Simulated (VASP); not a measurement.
Data:

```
CELL_PARAMETERS angstrom
      3.82182     0.00000     0.00000
     -1.91091     3.30979     0.00000
      0.00000     0.00000     5.92410
ATOMIC_POSITIONS crystal
  Pd 0.33333 0.66667 0.99395
  Pd 0.66667 0.33333 0.49395
  P  0.33333 0.66667 0.38105
  P  0.66667 0.33333 0.88105
```

Calculation: PBEsol GGA, VASP's PBE PAW potentials (set 64) (plane waves; VASP). Settings: 400 eV cut-off, Gaussian smearing of 0.050 eV, potentials Pd P.

Task: What does the run give for the band gap (along the path) with the smallest direct gap where there is one?

Result: 
```
Property                                                      Value
-------------------------  ----------------------------------------
band gap (along the path)  none (metal, semimetal or under 0.01 eV)
```

The structure was generated: PdP was put into the wurtzite type (P6_3mc), which need not be its known phase. It was relaxed first, which changed the volume by -18 %.
